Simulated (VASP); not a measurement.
Here is a VASP 6.6.1 calculation.

The input INCAR:

```
  PREC = Normal
  ENCUT = 520
  EDIFF = 1E-5
  ISMEAR = 0
  SIGMA = 0.15
  LREAL = Auto
  LASPH = T
  NELM = 80
  ALGO = Fast
  ISIF = 2
  LWAVE = F
  LCHARG = F
  GGA = PE
```

KPOINTS

```
regular mesh
0
Gamma
  4 2 4
```

Contents of POSCAR:

```
Sn2HBr3
1.0
    4.8734490000      2.8136870000      2.5935200000
   -9.7468980000      5.6273740000      5.1870400000
    0.0000000000     -5.6273750000      2.5935200000
Sn H Br
4 2 6
Direct
    0.7652890000      0.3826445000      0.7652890000
    0.7652890000      0.8826445000      0.7652890000
    0.2347110000      0.1173555000      0.2347110000
    0.2347110000      0.6173555000      0.2347110000
    0.5000000000      0.2500000000      0.5000000000
    0.5000000000      0.7500000000      0.5000000000
    0.0000000000      0.2500000000      0.0000000000
    0.0000000000      0.7500000000      0.0000000000
    0.0000000000      0.5000000000      0.5000000000
    0.0000000000      0.0000000000      0.5000000000
    0.5000000000      0.5000000000      0.0000000000
    0.5000000000      0.0000000000      0.0000000000
```

Potentials or basis: VASP PAW PBE potentials, release 64 (Sn_d, H, Br).

Launch:

```bash
$ cat potpaw_PBE.64/Sn_d/POTCAR potpaw_PBE.64/H/POTCAR potpaw_PBE.64/Br/POTCAR > POTCAR
$ mpirun -np 1 vasp_std > vasp.out
```

Question: What does it give for the pressure?

Answer: 0.0 GPa.

Question: Estimate the band gap on the k mesh.

Answer: 0.20 eV.

Forces in eV/Å, atoms in the order of the input:
```
Sn   0.006 -0.004 -0.007
Sn   0.006 -0.004 -0.007
Sn  -0.006  0.004  0.007
Sn  -0.006  0.004  0.007
H    0.000  0.000  0.000
H    0.000  0.000  0.000
Br   0.000  0.000  0.000
Br   0.000  0.000  0.000
Br   0.000  0.000  0.000
Br   0.000  0.000  0.000
Br   0.000  0.000  0.000
Br   0.000  0.000  0.000
```

Caveat: spin-orbit coupling is left out, which moves the levels of the heavy elements. PBE gaps usually lie below the measured ones, often by a third to a half.
